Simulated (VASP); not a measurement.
Here is the system:

```
CoTi
1.0
    2.99000     0.00000     0.00000
    0.00000     2.99000     0.00000
    0.00000     0.00000     2.99000
Ti Co
1 1
Direct
  0.00000   0.00000   0.00000
  0.50000   0.50000   0.50000
```

Method: optB88-vdW, VASP's PBE PAW potentials (set 64) (plane waves; VASP). Run with 520 eV cut-off, 11×11×11 Γ-centred mesh, first-order Methfessel-Paxton smearing of 0.10 eV, potentials Ti_sv Co.

Energy and stress use the plane-wave basis of the starting cell.

### Question
The ions, cell shape and volume are relaxed. Predict the relaxed structure.

### Answer

```
CoTi
1.0
    2.95947     0.00000     0.00000
    0.00000     2.95947     0.00000
    0.00000     0.00000     2.95947
Ti Co
1 1
Direct
  0.00000   0.00000   0.00000
  0.50000   0.50000   0.50000
```
Space group Pm-3m (221), at a tolerance of 0.03 Å.

### Question
How do energy and volume change from the first to the last step?

### Answer
The energy (σ→0) changes by -6.9 meV/atom and the volume by -3.0 %, in 3 ionic steps.

The compound is TiCo in the CsCl type structure. This run relaxes it. Symmetry was kept, so distortions that lower it aren't found. The run is not spin-polarised, so no magnetic state was tried. The electron count is odd and the run is not spin-polarised, which forces a metal.
